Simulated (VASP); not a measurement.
Calculation: PBE GGA, VASP's PBE PAW potentials (set 64) (plane waves; VASP).

VASP input:

INCAR:
```
ALGO=Normal
EDIFF=1E-7
EDIFFG=-0.01
ENCUT=480
GGA=PE
IBRION=2
ISIF=3
ISMEAR=1
LASPH=.TRUE.
LCHARG=.FALSE.
LMAXMIX=4
LREAL=.FALSE.
LWAVE=.FALSE.
NELM=100
NSW=40
PREC=Accurate
PSTRESS=300
SIGMA=0.1
SYSTEM=RuAl
```

KPOINTS:
```
Automatic mesh
0
Gamma
12 12 12
0 0 0
```

POSCAR:
```
RuAl
1.0
  2.8908457196   0.0000000000   0.0000000000
  0.0000000000   2.8908457196   0.0000000000
  0.0000000000   0.0000000000   2.8908457196
Al Ru
1 1
Cart
  1.4454228598   1.4454228598   1.4454228598
  0.0000000000   0.0000000000   0.0000000000
```

POTCAR, in this order: Al Ru_pv (PBE.64 set). Program: vasp_std.

What VASP printed:

### OUTCAR
```
 ion  position               nearest neighbor table
   1  0.500  0.500  0.500-   2 2.50   2 2.50   2 2.50   2 2.50   2 2.50   2 2.50   2 2.50   2 2.50
  LATTYP: Found a simple cubic cell.
 ALAT       =     2.8908457196
 Subroutine PRICEL returns:
 Original cell was already a primitive cell.
 Subroutine GETGRP returns: Found 48 space group operations
The static configuration has the point symmetry O_h .
The dynamic configuration has the point symmetry O_h .
 Subroutine INISYM returns: Found 48 space group operations
 Subroutine IBZKPT returns following result:
 Found     84 irreducible k-points:

 Following reciprocal coordinates:
            Coordinates               Weight
  0.000000  0.000000  0.000000      1.000000
  0.083333  0.000000  0.000000      6.000000
  0.166667  0.000000  0.000000      6.000000
  0.250000  0.000000  0.000000      6.000000
  0.333333  0.000000  0.000000      6.000000
  0.416667  0.000000  0.000000      6.000000
  0.500000  0.000000  0.000000      3.000000
  0.083333  0.083333  0.000000     12.000000
  0.166667  0.083333  0.000000     24.000000
  0.250000  0.083333  0.000000     24.000000
...
```

**OSZICAR**
```
       N       E                     dE             d eps       ncg     rms          rms(c)
DAV:   1     0.113881173200E+03    0.11388E+03   -0.90148E+03  2040   0.126E+03
DAV:   2    -0.125015560944E+02   -0.12638E+03   -0.12134E+03  2208   0.349E+02
DAV:   3    -0.146885514116E+02   -0.21870E+01   -0.21432E+01  2424   0.478E+01
DAV:   4    -0.147096043153E+02   -0.21053E-01   -0.21042E-01  2260   0.473E+00
DAV:   5    -0.147101959115E+02   -0.59160E-03   -0.59158E-03  2528   0.675E-01    0.154E+01
DAV:   6    -0.140824305872E+02    0.62777E+00   -0.33047E+00  2148   0.215E+01    0.289E+00
DAV:   7    -0.140319476390E+02    0.50483E-01   -0.18822E-01  2148   0.536E+00    0.267E+00
DAV:   8    -0.140167114736E+02    0.15236E-01   -0.12858E-02  2208   0.112E+00    0.214E-01
DAV:   9    -0.140166519282E+02    0.59545E-04   -0.19464E-04  2572   0.122E-01    0.143E-01
DAV:  10    -0.140166508477E+02    0.10806E-05   -0.19017E-05  2388   0.551E-02    0.173E-02
DAV:  11    -0.140166496681E+02    0.11796E-05   -0.14199E-06  2360   0.157E-02    0.660E-03
DAV:  12    -0.140166493375E+02    0.33058E-06   -0.35450E-08  1284   0.203E-03    0.249E-04
DAV:  13    -0.140166493582E+02   -0.20706E-07   -0.53634E-09  1068   0.771E-04
   1 F= -.94930366E+01 E0= -.94929552E+01  d E =-.949304E+01
```

File OUTCAR:
```
------------------------ aborting loop because EDIFF is reached ----------------------------------------
  FORCE on cell =-STRESS in cart. coord.  units (eV):
  Direction    XX          YY          ZZ          XY          YZ          ZX
  --------------------------------------------------------------------------------------
  Total        4.5263157      4.5263157      4.5263157      0.0000000      0.0000000     -0.0000000
  in kB      300.1792606    300.1792606    300.1792606      0.0000000      0.0000000     -0.0000000
  external PRESSURE =       0.1792606 kB  Pullay stress =     300.0000000 kB
  volume of cell :       24.16
      direct lattice vectors                 reciprocal lattice vectors
     2.890845720  0.000000000  0.000000000     0.345919533  0.000000000  0.000000000
     0.000000000  2.890845720  0.000000000     0.000000000  0.345919533  0.000000000
     0.000000000  0.000000000  2.890845720     0.000000000  0.000000000  0.345919533
 POSITION                                       TOTAL-FORCE (eV/Angst)
 -----------------------------------------------------------------------------------
      1.44542      1.44542      1.44542         0.000000      0.000000      0.000000
      0.00000      0.00000      0.00000         0.000000      0.000000      0.000000
 -----------------------------------------------------------------------------------
    total drift:                               -0.000000      0.000000      0.000000
  FREE ENERGIE OF THE ION-ELECTRON SYSTEM (eV)
  ---------------------------------------------------
  free  energy   TOTEN  =       -14.0166493582 eV

  energy  without entropy=      -14.0164051081  energy(sigma->0) =      -14.01656794
  enthalpy is  TOTEN    =        -9.4930366432 eV   P V=        4.5236127150

 reached required accuracy - stopping structural energy minimisation
```
(Selected blocks of OUTCAR.)

The compound is RuAl in the CsCl type structure. It was relaxed first under an external pressure of 30 GPa. The electron count is odd and the run is not spin-polarised, which forces a metal.
